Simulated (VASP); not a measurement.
Here is the system:

```xyz
2
Lattice="0.0000 3.0965 3.0965 3.0965 0.0000 3.0965 3.0965 3.0965 0.0000" Properties=species:S:1:pos:R:3 pbc="T T T"
Pb     0.0000     0.0000     0.0000
Se     3.0965     3.0965     3.0965
```

Level of theory: TPSS meta-GGA, VASP's PBE PAW potentials (set 64) (plane waves; VASP). Numerical set-up: 520 eV cut-off, 7×7×7 Γ-centred mesh, Gaussian smearing of 0.050 eV, potentials Pb_d Se.

Predict the energy per atom (σ→0).

```yaml
energy per atom (σ→0): -7.921 eV/atom
```

The absolute energy has meaning only against runs of the same code, potentials and settings.

The compound is PbSe in the rock salt structure. It was relaxed first. The start is the result of an earlier pass.
